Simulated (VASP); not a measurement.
Consider the following.

```
CELL_PARAMETERS angstrom
      4.44502     0.00000     0.00000
      0.00000     4.44502     0.00000
      0.00000     0.00000     2.92391
ATOMIC_POSITIONS crystal
  Cr 0.00000 0.00000 0.00000
  Cr 0.50000 0.50000 0.50000
  O  0.30362 0.30362 0.00000
  O  0.80362 0.19638 0.50000
  O  0.19638 0.80362 0.50000
  O  0.69638 0.69638 0.00000
```
Starting moments (μB, in the order of the record's atoms Cr Cr O O O O): 2.1 2.1 -0.1 -0.1 -0.1 -0.1.

Method: PBE GGA, VASP's PBE PAW potentials (set 64) (plane waves; VASP). Run with 620 eV cut-off, 7×7×10 Γ-centred mesh, first-order Methfessel-Paxton smearing of 0.10 eV, potentials Cr_pv O.

Energy and stress use the plane-wave basis of the starting cell.

Problem. The ions, cell shape and volume at an external pressure of 5.0 GPa are relaxed. Predict the relaxed structure.

Solution. 
```
CELL_PARAMETERS angstrom
      4.41053     0.00000     0.00000
      0.00000     4.41053     0.00000
      0.00000     0.00000     2.90827
ATOMIC_POSITIONS crystal
  Cr 0.00000 0.00000 0.00000
  Cr 0.50000 0.50000 0.50000
  O  0.30306 0.30306 0.00000
  O  0.80306 0.19694 0.50000
  O  0.19694 0.80306 0.50000
  O  0.69694 0.69694 0.00000
```
Space group P4_2/mnm (136), at a tolerance of 0.03 Å. The cell ends with 4.00 μB, on the sites 2.09 2.09 -0.07 -0.07 -0.07 -0.07 μB.

Problem. How do energy and volume change from the first to the last step?

Solution. The energy (σ→0) changes by +3.1 meV/atom and the volume by -2.1 %, in 5 ionic steps.

```tsv
step	E(σ→0) (eV)	max force (eV/Å)	pressure (GPa)	volume (Å³)
1	-50.3663	0.011	-0.02	57.77
2	-50.2791	0.153	11.66	55.28
3	-50.3490	0.073	4.97	56.64
4	-50.3483	0.074	5.08	56.62
5	-50.3477	0.005	5.08	56.57
```

The compound is CrO2 in the rutile structure. This run relaxes it under an external pressure of 5 GPa. Symmetry was kept, so distortions that lower it aren't found.
